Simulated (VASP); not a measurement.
OSZICAR of a VASP run on RuTe (relaxed from the zinc blende structure, space group F-43m):

File OSZICAR:
```
       N       E                     dE             d eps       ncg     rms          rms(c)
DAV:   1     0.486840739318E+02    0.48684E+02   -0.10181E+04  1644   0.107E+03
DAV:   2    -0.535362762291E+02   -0.10222E+03   -0.99653E+02  1556   0.272E+02
DAV:   3    -0.558179602770E+02   -0.22817E+01   -0.22691E+01  1616   0.416E+01
DAV:   4    -0.558541350481E+02   -0.36175E-01   -0.36169E-01  1944   0.467E+00
DAV:   5    -0.558543404760E+02   -0.20543E-03   -0.20543E-03  1648   0.329E-01    0.112E+01
DAV:   6    -0.502163900606E+02    0.56380E+01   -0.35658E+00  1328   0.225E+01    0.422E+00
DAV:   7    -0.501197281191E+02    0.96662E-01   -0.88247E-01  1340   0.978E+00    0.357E+00
DAV:   8    -0.502789404314E+02   -0.15921E+00   -0.55930E-02  1340   0.243E+00    0.142E+00
DAV:   9    -0.502689446616E+02    0.99958E-02   -0.13891E-01  1376   0.381E+00    0.267E-01
DAV:  10    -0.502805537733E+02   -0.11609E-01   -0.88316E-03  1406   0.852E-01    0.209E-01
DAV:  11    -0.502720842117E+02    0.84696E-02   -0.52936E-03  1514   0.605E-01    0.195E-01
DAV:  12    -0.502807195702E+02   -0.86354E-02   -0.55223E-03  1352   0.668E-01    0.397E-02
DAV:  13    -0.502810345453E+02   -0.31498E-03   -0.22618E-04  1670   0.143E-01    0.460E-02
DAV:  14    -0.502808882836E+02    0.14626E-03   -0.50394E-05  1526   0.721E-02    0.713E-02
DAV:  15    -0.502810380480E+02   -0.14976E-03   -0.11803E-04  1472   0.109E-01    0.183E-02
DAV:  16    -0.502810437064E+02   -0.56584E-05   -0.31591E-06  1478   0.202E-02    0.212E-02
DAV:  17    -0.502810454382E+02   -0.17318E-05   -0.65955E-07  1072   0.749E-03    0.837E-03
DAV:  18    -0.502810449604E+02    0.47777E-06   -0.60880E-07   952   0.791E-03
   1 F= -.50281045E+02 E0= -.50281030E+02  d E =-.502810E+02
       N       E                     dE             d eps       ncg     rms          rms(c)
DAV:   1    -0.502917709151E+02   -0.10725E-01   -0.17987E-01  1316   0.515E+00    0.810E-01
DAV:   2    -0.502834451759E+02    0.83257E-02   -0.81298E-02  1316   0.292E+00    0.363E-01
DAV:   3    -0.502810189704E+02    0.24262E-02   -0.79069E-03  1316   0.899E-01    0.908E-02
DAV:   4    -0.502808849375E+02    0.13403E-03   -0.79948E-04  1394   0.187E-01    0.412E-02
DAV:   5    -0.502809427931E+02   -0.57856E-04   -0.10816E-04  1340   0.990E-02    0.400E-02
DAV:   6    -0.502809313383E+02    0.11455E-04   -0.59649E-05  1430   0.641E-02    0.227E-02
DAV:   7    -0.502809617817E+02   -0.30443E-04   -0.33353E-05  1334   0.511E-02    0.764E-03
DAV:   8    -0.502809676833E+02   -0.59015E-05   -0.61711E-06  1466   0.206E-02    0.412E-03
DAV:   9    -0.502809689872E+02   -0.13040E-05   -0.41479E-07   976   0.586E-03    0.236E-03
DAV:  10    -0.502809680517E+02    0.93551E-06   -0.16662E-07   670   0.463E-03
   2 F= -.50280968E+02 E0= -.50280976E+02  d E =0.769087E-04
       N       E                     dE             d eps       ncg     rms          rms(c)
DAV:   1    -0.502847225583E+02   -0.37536E-02   -0.59316E-02  1316   0.297E+00    0.460E-01
DAV:   2    -0.502819849925E+02    0.27376E-02   -0.27322E-02  1316   0.170E+00    0.210E-01
DAV:   3    -0.502811543375E+02    0.83065E-03   -0.26836E-03  1316   0.522E-01    0.523E-02
DAV:   4    -0.502811171870E+02    0.37151E-04   -0.27344E-04  1388   0.106E-01    0.228E-02
DAV:   5    -0.502811262995E+02   -0.91125E-05   -0.42054E-05  1316   0.625E-02    0.221E-02
DAV:   6    -0.502811298410E+02   -0.35415E-05   -0.16579E-05  1412   0.343E-02    0.140E-02
DAV:   7    -0.502811252786E+02    0.45625E-05   -0.10899E-05  1316   0.295E-02    0.509E-03
DAV:   8    -0.502811334304E+02   -0.81518E-05   -0.31123E-06  1448   0.147E-02    0.235E-03
DAV:   9    -0.502811333211E+02    0.10929E-06   -0.15009E-07   706   0.354E-03
   3 F= -.50281133E+02 E0= -.50281128E+02  d E =-.883607E-04
```

Q: Which electronic solver shows in the log?

A: It is blocked Davidson (ALGO = Normal, or the opening steps of other solvers). The INCAR had ALGO = Normal.

Q: Can the final energy be trusted as converged?

A: Self-consistency was reached. It stopped with EDIFF = 1E-6, NELM = 100, NSW = 60 and EDIFFG = -0.01 after 3 ionic steps (r2SCAN meta-GGA, plane waves, VASP's PBE PAW potentials (set 64)).

The structure was generated: RuTe was put into the zinc blende type (F-43m), which need not be its known phase. This run relaxes it. Symmetry was kept, so distortions that lower it aren't found. The start is the result of an earlier pass.
